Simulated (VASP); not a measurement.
Input:

```xyz
8
Lattice="-2.7904 2.7904 5.5331 2.7904 -2.7904 5.5331 2.7904 2.7904 -5.5331" Properties=species:S:1:pos:R:3 pbc="T T T"
Ga     0.0000     0.0000     5.5331
Ga     2.7904     0.0000     2.7666
Cu     0.0000     0.0000     0.0000
Cu     0.0000     2.7904     2.7666
Se     1.4382     1.3952     6.9164
Se     4.1856     1.3522    -1.3833
Se     1.3522     1.3952     1.3833
Se    -1.3952     1.4382     4.1498
```

Computed with PBEsol GGA, VASP's PBE PAW potentials (set 64) (plane waves; VASP 6.6.1). Settings: 500 eV cut-off, 6×6×6 Γ-centred mesh, Gaussian smearing of 0.050 eV, potentials Ga_d Cu Se.

Q: Estimate the energy per atom (σ→0), band gap (on the k-mesh) with the smallest direct gap where there is one.

A: 
```yaml
band gap (on the k-mesh): 0.13 eV
smallest direct gap (on the k-mesh): 0.13 eV
energy per atom (σ→0): -4.301 eV/atom
```

The absolute energy has meaning only against runs of the same code, potentials and settings.

The compound is CuGaSe2 in the chalcopyrite structure. It was relaxed first.
